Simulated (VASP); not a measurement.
A cell of CdSe (wurtzite) near equilibrium:

```
CELL_PARAMETERS angstrom
      2.16846    -3.75588     0.00000
      2.16846     3.75588     0.00000
      0.00000     0.00000     7.06649
ATOMIC_POSITIONS crystal
  Cd 0.66667 0.33333 0.50001
  Cd 0.33333 0.66667 0.00001
  Se 0.66667 0.33333 0.87599
  Se 0.33333 0.66667 0.37599
```

Level of theory: r2SCAN meta-GGA, VASP's PBE PAW potentials (set 64) (plane waves; VASP).

```csv
run,ΔE (meV/atom),σxx,σyy,σzz,"largest shear component, with its sign (GPa)",gap (eV)
as it is,0.0,0.37,0.37,0.42,0.00,1.10
after one change,50.7,-4.42,-4.42,-4.40,0.00,0.82
```
Stress is in GPa, positive when the cell is compressed; gaps are those on the k-mesh, and 0.00 means metallic.

Name the change that produced these shifts.
(A) isotropic strain of +0.5 %
(B) shear strain γ_yz = +2.0 %
(C) isotropic strain of +4.0 %

C, isotropic strain of +4.0 %

The compound is CdSe in the wurtzite structure.
